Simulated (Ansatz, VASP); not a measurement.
# SiPb: VASP beside Ansatz, part 2 of 2

Aim: how closely do two programs agree when they are given the same cell, functional and k mesh? The cell is generated by rule, not measured, and may not be a known phase. The cell is taken from a series of runs on this material, whose earlier steps may have relaxed, scaled, displaced or heated it; both programs get it as it stands.

VASP 6.6.1 and Ansatz 0.2.0.

So far: The structure; VASP: zone-centre phonons, PBEsol, pair 1.

The structure was built from a prototype and need not be the compound's stable phase.

## (3) Ansatz: zone-centre phonons, PBEsol, pair 1

Level of this step: Ansatz beside VASP: Kohn-Sham DFT, plane waves, PBEsol (Ansatz).

Ansatz runs on its default PAW (the set named soft_2) files.

The same cell, functional, mesh and smearing now go to Ansatz, which takes its cutoff from its data sets.

File input.yaml:

```yaml
crystal:
  lattice:
    - [0.0, 3.0937247481, 3.0937247481]
    - [3.0937247481, 0.0, 3.0937247481]
    - [3.0937247481, 3.0937247481, 0.0]
  atoms:
    - { symbol: Pb, position: [0.0, 0.0, 0.0] }
    - { symbol: Si, position: [0.25, 0.25, 0.25] }
kpoints:
  mp_grid: { grid: [12, 12, 12] }
hamiltonian:
  xc: pbesol
scf:
  occupations: { method: methfessel_paxton, width: 0.2 }
output:
  eigenvalues: true
phonons:
  method: dfpt
```

Command:

```bash
ansatz run input.yaml --threads 8 --pin off --max-ram 14336MiB --backend cpu --events-out ev --progress --plain --runs-dir out
```

Numbers of over 12 decimals in the logs are rounded to 6 here.

The log of the run:

```text
zone centre: on kpoints.mp_grid the ground state, and the responses unless they are solved on pairs of k-points, stand on 163 of the mesh's 1728 k-points, reduced under 8 symmetry operations, with k and −k counted as one. Each operation leaves every solved displacement unchanged or reverses it
Engine: ansatz 0.2.0, x86_64-unknown-linux-gnu
Pseudopotentials: kind: paw
Pseudopotential: Pb, paw, valence charge 14, recommended cutoff 420 eV (normal), Pb.paw.azcp
Pseudopotential: Si, paw, valence charge 4, recommended cutoff 420 eV (normal), Si.paw.azcp
Functional definition: PBEsol
  exchange = pbesol_x
  correlation = pbesol_c
Crystal: 2 atoms, lattice volume = 59.221 Å³
Basis set: ecut = 420 eV, 1139 PW (Γ), exchange–correlation on 60×60×60 points (8 copies of the dense FFT grid, shifted against one another)
Bands: 13, of which v1, the nominal top of the filled ones, is band 9 counted from 1 (8 counted from 0)
Symmetry: 24 space group operations
k-points: 163 of 1728 (irreducible under 8 space group operations, time reversal used)
Non-local potential: Pb, projectors of the file, l = 0: 2, l = 1: 2, l = 2: 2, l = 3: 2
Non-local potential: Si, projectors of the file, l = 0: 2, l = 1: 2, l = 2: 2
PAW form: soft (Blöchl's): semilocal exchange-correlation on the pseudo side does not see the compensation charge
PAW frozen core: Pb, regenerated for the run's functional, and the local potential with it (the file was generated under x = pbe(κ = 0.804, μ = 0.219515), c = pbe(β = 0.066725))
PAW frozen core: Si, regenerated for the run's functional, and the local potential with it (the file was generated under x = pbe(κ = 0.804, μ = 0.219515), c = pbe(β = 0.066725))
PAW one-centre angular grid: Pb, 590 points (default); XC on 64 Gauss nodes
PAW one-centre angular grid: Si, 110 points (default); XC on 64 Gauss nodes
Initial density: superposition of atomic densities (neutral atoms: chi_scale 0, normalization atom), corrected by the library's trained network
Initial wavefunctions: pseudopotential atomic-orbital guess
Functional: x = pbesol(κ = 0.804, μ = 0.123457), c = pbesol(β = 0.046)
SCF iter   1: F=—  HF=-12375.511179 eV  |F-HF|=—  |Δ(HF+E_count)|=         —  Δρ=2.76e-3  dr2=9.59e-3  ethr=1.77e-3  ⟨swp⟩=6.2  Hψ=14167  notcnv=0
preconditioner: auto → Kerker (q_TF=auto, 2.237 Å⁻¹)  [metal: Δε(μ)=0.080 eV  Ē_g=15.146 eV  σ=0.200 eV  W_gap=0.33  n_scr=14 (ndim 8)  ℏωp=20.5 eV  f_vac=0.021  D(μ)=0.19/eV (n_scr^D=0)]
SCF iter   2: F=—  HF=-12375.508761 eV  |F-HF|=—  |Δ(HF+E_count)|=   2.42e-3  S|Δr|=    0.00e0  Δρ=1.89e-3  dr2=4.71e-3  ethr=5.33e-5  ⟨swp⟩=1.1  Hψ=3468  notcnv=0
SCF iter   3: F=—  HF=-12375.508119 eV  |F-HF|=—  |Δ(HF+E_count)|=   6.42e-4  S|Δr|=    0.00e0  Δρ=8.47e-4  dr2=3.84e-4  ethr=2.62e-5  ⟨swp⟩=3.0  Hψ=3572  notcnv=0
SCF iter   4: F=—  HF=-12375.508158 eV  |F-HF|=—  |Δ(HF+E_count)|=   3.98e-5  S|Δr|=    0.00e0  Δρ=2.72e-4  dr2=1.06e-4  ethr=2.13e-6  ⟨swp⟩=2.4  Hψ=3649  notcnv=0
SCF iter   5: F=—  HF=-12375.508209 eV  |F-HF|=—  |Δ(HF+E_count)|=   5.11e-5  S|Δr|=    0.00e0  Δρ=1.32e-4  dr2=2.58e-5  ethr=5.91e-7  ⟨swp⟩=2.0  Hψ=2632  notcnv=0
SCF iter   6: F=—  HF=-12375.508222 eV  |F-HF|=—  |Δ(HF+E_count)|=   1.29e-5  S|Δr|=    0.00e0  Δρ=6.23e-5  dr2=2.81e-6  ethr=1.43e-7  ⟨swp⟩=2.0  Hψ=2654  notcnv=0
SCF iter   7: F=—  HF=-12375.508226 eV  |F-HF|=—  |Δ(HF+E_count)|=   3.40e-6  S|Δr|=    0.00e0  Δρ=2.12e-5  dr2=2.31e-7  ethr=1.56e-8  ⟨swp⟩=2.8  Hψ=3465  notcnv=0
SCF iter   8: F=—  HF=-12375.508225 eV  |F-HF|=—  |Δ(HF+E_count)|=   8.68e-7  S|Δr|=    0.00e0  Δρ=3.10e-6  dr2=4.42e-9  ethr=1.29e-9  ⟨swp⟩=3.0  Hψ=3600  notcnv=0
SCF iter   9: F=—  HF=-12375.508225 eV  |F-HF|=—  |Δ(HF+E_count)|=   2.23e-9  S|Δr|=    0.00e0  Δρ=4.14e-7  dr2=1.79e-10  ethr=2.46e-11  ⟨swp⟩=3.0  Hψ=3788  notcnv=0
SCF iter  10: F=—  HF=-12375.508225 eV  |F-HF|=—  |Δ(HF+E_count)|=  1.84e-10  S|Δr|=    0.00e0  Δρ=1.61e-7  dr2=2.26e-11  ethr=1.00e-12  ⟨swp⟩=2.8  Hψ=3599  notcnv=0
SCF iter  11: F=-12375.508225 eV  HF=-12375.508225 eV  |F-HF|=1.82e-12  |Δ(HF+E_count)|=  1.09e-11  S|Δr|=    0.00e0  Δρ=3.18e-8  dr2=5.31e-13  ethr=1.00e-12  ⟨swp⟩=6.8  Hψ=11500  notcnv=0
SCF 1 converged in 11 iterations: F = -12375.508225 eV  dr2 = 5.31e-13
  greatest PAW one-centre occupation: 0.976 electrons in one spin orbital (limit 2), on the Pb atom at site 0 (counted from 0), in its partial waves of l = 2
DFPT response loops at Γ: preconditioner auto → Kerker (q_TF=auto, 2.237 Å⁻¹) (partly filled bands, converged f_vac=0.008); β = 1.00, the filter's whole step (`scf.mixing.beta` (0.50) is not read by the response loops under this deck's `scf.mixing.preconditioner`; to damp them name `kerker` or `kerker_dos`, under which they read `scf.mixing.beta`, and type it under 1.00, their step now; both keys bind the ground state too); Broyden in place of MSR1
SCF converged after 11 iterations
Stability not checked: this state was not tested for a lower state beside it, because cold or Methfessel-Paxton smearing, or corrected tetrahedra, fill the levels in a way that the test cannot read (fill_not_monotonic; see scf.lower_state_search)
Free energy (F): -12375.508225 eV
Harris-Foulkes:  -12375.508225 eV  (|F-HF|=1.82e-12)
Internal energy: -12375.508234 eV  (E = F + TS)
E sigma→0 (E₀):  -12375.508227 eV
Entropy (-TS):   0.000009 eV (0.004 meV/atom)
Fermi energy:    7.037332 eV
--- Per-component energies (eV) ---
  E_band       = -82.021266
  E_kinetic    = 330.214845
  E_local      = -1367.996287  (includes V_loc(G=0)·N_el)
  E_nonlocal   = 378.172013
  E_hartree    = 549.853800
  E_xc         = -271.736255
  E_vxc        = -177.311186  (∫ρ·V_xc dr)
  E_paw        = -10758.572491  (= ΣΔE_a)
  E_vpaw       = -344.808305  (= ΣTr[D̂ρ^β])
  E_aug_tail   = 0.000052  (compensation charges beyond the density's cutoff)
  E_ewald      = -1235.537587
  E_core_change = 0.093677  (= ΣΔE_core)
  E_smearing   = 0.000009  (= −TS)
  E_closure    = -0.000000  (closes the sum)
  Σ components = -12375.508225   (vs F -12375.508225, Δ=0.00e0)
--- Band table (eV; the first three rows and the last of 163) ---
  k-point 0: bands = [... 5 lower, -4.5238, 5.8713, 7.2149, 7.2149, 7.2149, 9.3862, 9.3862, 9.3862]
  k-point 1: bands = [... 5 lower, -4.4515, 5.1576, 7.0701, 7.0701, 7.4543, 9.5697, 9.5697, 9.6242]
  k-point 2: bands = [... 5 lower, -4.2379, 3.9268, 6.7583, 6.7583, 7.4293, 9.9615, 9.9615, 10.4000]
  k-point 162: bands = [... 5 lower, -1.7411, -0.3566, 3.8111, 3.9647, 9.9562, 10.9153, 11.1208, 11.5662]
--- Phonons (Γ-DFPT): 2 representative perturbations + reference, on 163 of 1728 k-points (Σ response iterations 6) ---
  k mesh reduced under 8 symmetry operations, with k and −k counted as one. Each operation leaves every solved displacement unchanged or reverses it
  ASR residual: 1.571e-5 → 0.000e0 eV/Å²; symmetrization residual: 4.352e-6 eV/Å²
  ASR residual per site (eV/Å²): 1.57e-5 4.62e-7
  Γ frequencies (cm⁻¹): 0.00 0.00 0.00 281.20 281.20 281.20
  non-analytic LO–TO correction: not included (Born effective charges unavailable; polar crystals: no LO–TO splitting at Γ)
```

In the SCF lines HF is the Harris–Foulkes energy and dr2 the Hartree energy of the density residual, in eV; the loop may stop once dr2 is under the threshold and the program's other checks hold. Hψ counts applications of the Hamiltonian.

## (4) Differences

Known differences besides the potentials themselves: the cutoff is 420 eV in Ansatz and 500 eV in VASP; Ansatz makes its cores anew for this functional, VASP keeps those of its PBE data sets. Total energies have different zeros and are not compared.

Compared:

```csv
quantity,Ansatz,VASP,difference
optical mode 1 to 3 (cm⁻¹),281.2,280.8,+0.15 %
```

Modes are paired by rising frequency, not by their patterns, so a pair may set unlike modes beside each other; they are those without the splitting of longitudinal modes.

## (5) Ansatz: zone-centre phonons, PBEsol, pair 2

Second derivatives magnify differences that forces hide, and they need a tight electronic threshold.

The cell is taken from a series of runs on this material, whose earlier steps may have relaxed, scaled, displaced or heated it; both programs get it as it stands.

input.yaml: that of step 3 with these lines changed.

```diff
@@ -18 +18,10 @@
   method: dfpt
+  qmesh: [2, 2, 2]
+  temperatures: { t_max: 1000, t_step: 50 }
+  qpath:
+    path:
+      - [[0.0, 0.0, 0.0], [-0.5, -0.5, 0.0], [-0.375, -0.375, 0.25]]
+      - [[-0.375, 0.0, 0.375], [0.0, 0.0, 0.0], [0.0, 0.0, 0.5], [-0.5, -0.25, 0.25], [-0.5, -0.5, 0.0]]
+    npoints: 10
+basis:
+  ecutwfc: 360
```

The log of the run:

```text
Warning: basis.ecutwfc = 360 eV is below the records' recommended 420 eV, and the density's cutoff is lower with it unless basis.ecutrho_ratio is high enough to keep the records' density cutoff: compare with a run at a higher cutoff
[...]
largest difference from the sums on the solved wave vectors: F 7.74e-2 eV, S 1.10e-4 and C_V 3.23e-5 eV/K
  zero-point energy: 0.065676 eV/cell   skipped modes (ω ≤ 0): 3   left out of the sums: 8.57e-5 of the cell's modes: C_V's classical limit lies that fraction below 3 k_B per atom; for a crystal, a wire or a layer, F and S can be off by more, and a phonons.interpolated_qmesh denser along its periods is the remedy for the sampling
[key lines of the parts left out:]
SCF converged after 11 iterations
Free energy (F): -12375.505037 eV
Fermi energy:    7.037761 eV
```

## (6) VASP: zone-centre phonons, PBEsol, pair 2

The same cell, functional, mesh and smearing now go to VASP, with its own data sets.

File INCAR:

```
SYSTEM = SiPb
PREC = Accurate
ENCUT = 500
EDIFF = 1E-08
NELM = 120
ISMEAR = 1
SIGMA = 0.2
LREAL = .FALSE.
ALGO = Normal
GGA = PS
NBANDS = 15
LORBIT = 11
LWAVE = .FALSE.
LCHARG = .FALSE.
ISIF = 2
IBRION = 8
LASPH = .TRUE.
GGA_COMPAT = .FALSE.
KPAR = 2
```

File POSCAR:

```
SiPb
1.0
    0.0000000000      3.0937247481      3.0937247481
    3.0937247481      0.0000000000      3.0937247481
    3.0937247481      3.0937247481      0.0000000000
Pb Si
1 1
Direct
    0.0000000000      0.0000000000      0.0000000000
    0.2500000000      0.2500000000      0.2500000000
```

File KPOINTS:

```
Automatic mesh
0
Gamma
12 12 12
0 0 0
```

The projector-augmented-wave data sets are Pb_d and Si (PBE family, release 64).

Command:

```bash
mpirun -np 2 vasp_std
```

The log of the run:

```text
[banner, memory and clock lines left out]
running    2 mpi-ranks, on    1 nodes
[...]
[... a notice as in an earlier step ...]

 LDA part: xc-table for (Slater+PW92), standard interpolation
 POSCAR, INCAR and KPOINTS ok, starting setup
[...]
entering main loop
       N       E                     dE             d eps       ncg     rms          rms(c)
[... 14 cycles as in an earlier step ...]
   1 F= -.88204444E+01 E0= -.88204502E+01  d E =0.172510E-04
 Linear response reoptimize wavefunctions to high precision
[... 2 cycles as in an earlier step ...]
 Linear response DOF=           2
 Linear response progress:
  Degree of freedom:   1/  2
       N       E                     dE             d eps       ncg     rms          rms(c)
[... 13 cycles as in an earlier step ...]
 first order change of Fermi-energy   0.17440E-04
 force on displaced ion       1 direction 1 :  -7.149   0.000   0.000
 Linear response progress:
  Degree of freedom:   2/  2
       N       E                     dE             d eps       ncg     rms          rms(c)
[... 9 cycles as in an earlier step ...]
 first order change of Fermi-energy   0.17356E-03
 force on displaced ion       2 direction 1 :  -7.173   0.000   0.000
 Linear response finished
```

OUTCAR, selected parts (step 6):

```text
[... 4 parts as in an earlier step ...]
```

## (7) Differences

What differs besides the data sets and the points named for the pairs above, as far as they apply: VASP's run holds the zone centre alone; the cutoff is 360 eV in Ansatz and 500 eV in VASP; Ansatz's log warns that its cutoff lies below the recommended one. Total energies have different zeros and are not compared.

Both answers:

```csv
quantity,Ansatz,VASP,difference
optical mode 1 to 3 (cm⁻¹),281.3,280.8,+0.20 %
```

Modes are paired by rising frequency, not by their patterns, so a pair may set unlike modes beside each other; they are those without the splitting of longitudinal modes.

## (8) What came out

```yaml
r_m_s_difference_of_the_optical_zone_centre_modes_each_program_s_sorted_by_frequency_zone_centre_phonons_pbesol_pair_1: 0.43 cm⁻¹
r_m_s_difference_of_the_optical_zone_centre_modes_each_program_s_sorted_by_frequency_zone_centre_phonons_pbesol_pair_2: 0.57 cm⁻¹
```

The r.m.s. difference of the optical zone-centre modes, each program's sorted by frequency is 0.43 cm⁻¹ (zone-centre phonons, PBEsol, pair 1). Such differences can come from data sets, numerical settings and the points named under the comparisons, not from the functional's error against experiment.

[Lines on the potential files, build, host, timing and source positions are cut from VASP's logs without a mark.]

[Logs are printed without paths, hosts, clocks, repeated set-up lines and the standing remarks that a program may print on its own settings, such as how far it seeks lower states.]

[Hosts, paths, dates, database ids (printed as entryN), source tags and the programs' standing remarks are cut or masked in the printed files.]
